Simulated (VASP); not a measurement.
VASP input:

### INCAR
```
# general
SYSTEM   =  CsPbBr3
PREC     =  Accurate
ENCUT    =  500   # plane-wave cut-off (eV)
LREAL    =  F
LASPH    =  T   # aspherical one-centre terms

# electronic loop
EDIFF    =  1E-6
NELM     =  100
ALGO     =  Normal   # blocked Davidson
LMAXMIX  =  4

# smearing
ISMEAR   =  1
SIGMA    =  0.1

# functional
GGA      =  PS   # PBEsol

# ions
IBRION   =  2   # conjugate gradients
NSW      =  40
ISIF     =  3   # ions, shape and volume
EDIFFG   =  -0.02
PSTRESS  =  450   # kbar

# output
LWAVE    =  F
LCHARG   =  F
```

File POSCAR:
```
CsPbBr3
1.0
  4.8648993275   0.0000000000   0.0000000000
  0.0000000000   4.8648993275   0.0000000000
  0.0000000000   0.0000000000   4.8648993275
Cs Pb Br
1 1 3
Cartesian
  0.0000000000   0.0000000000   0.0000000000
  2.4324496637   2.4324496637   2.4324496637
  2.4324496637   0.0000000000   2.4324496637
  0.0000000000   2.4324496637   2.4324496637
  2.4324496637   2.4324496637   0.0000000000
```

KPOINTS:
```
Automatic mesh
0
Gamma
6 6 6
0 0 0
```

POTCAR, in this order: Cs_sv Pb_d Br (PBE.64 set). Program: vasp_std.

**Question.** Translate this PBEsol calculation to Ansatz.

**Answer.** One equivalent input (not run):
Ansatz 0.2 input:
```yaml
crystal:
  lattice:
    - [4.8648993, 0.0000000, 0.0000000]
    - [0.0000000, 4.8648993, 0.0000000]
    - [0.0000000, 0.0000000, 4.8648993]
  atoms:
    - { symbol: Cs, position: [0.0000000, 0.0000000, 0.0000000] }
    - { symbol: Pb, position: [0.5000000, 0.5000000, 0.5000000] }
    - { symbol: Br, position: [0.5000000, 0.0000000, 0.5000000] }
    - { symbol: Br, position: [0.0000000, 0.5000000, 0.5000000] }
    - { symbol: Br, position: [0.5000000, 0.5000000, 0.0000000] }
kpoints:
  mp_grid: { grid: [6, 6, 6] }
hamiltonian:
  xc: pbesol
  pseudopotentials: { kind: paw }
scf:
  occupations: { method: methfessel_paxton, width: 0.1 }
  max_iter: 100
relax:
  max_steps: 40
  f_tol: 0.02
  cell: { p_target: 45 }
output: { forces: true, stress: true, eigenvalues: true }
```
The two are equivalent in intent, not identical: each code has its own PAW files, so the cut-off isn't converted (ENCUT is set for VASP's; basis.ecutwfc is left out, and Ansatz then takes the one that its files recommend); Ansatz stops its SCF on the density residual and VASP on the energy change (EDIFF).

The compound is CsPbBr3 in the cubic perovskite structure, the ideal cubic form; the compound distorts at low or room temperature. It was relaxed first under an external pressure of 45 GPa.
